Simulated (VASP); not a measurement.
Shape and ions are relaxed at each volume.

Given:

```yaml
crystal:
  lattice:
    - [1.53043, -2.65078, 0.00000]
    - [1.53043, 2.65078, 0.00000]
    - [0.00000, 0.00000, 3.50769]
  atoms:
    - { symbol: Mg, position: [0.00000, 0.00000, 0.00000] }
    - { symbol: B, position: [0.33333, 0.66667, 0.50000] }
    - { symbol: B, position: [0.66667, 0.33333, 0.50000] }
```

All values below come from PBEsol GGA, VASP's PBE PAW potentials (set 64) (plane waves; VASP). Settings: 520 eV cut-off, 11×11×9 Γ-centred mesh, first-order Methfessel-Paxton smearing of 0.10 eV, potentials Mg B.

Question: Give the energy at these volumes per atom, relative to the lowest: 8.89, 9.18, 9.46, 9.74, 10.03 Å³.

Answer: 18.8, 4.9, 0.0, 3.0, 13.1 meV/atom. A third-order Birch-Murnaghan fit gives B0 = 148 GPa and B0′ = 3.5.

The compound is MgB2 in the AlB2 type structure. It was relaxed first.
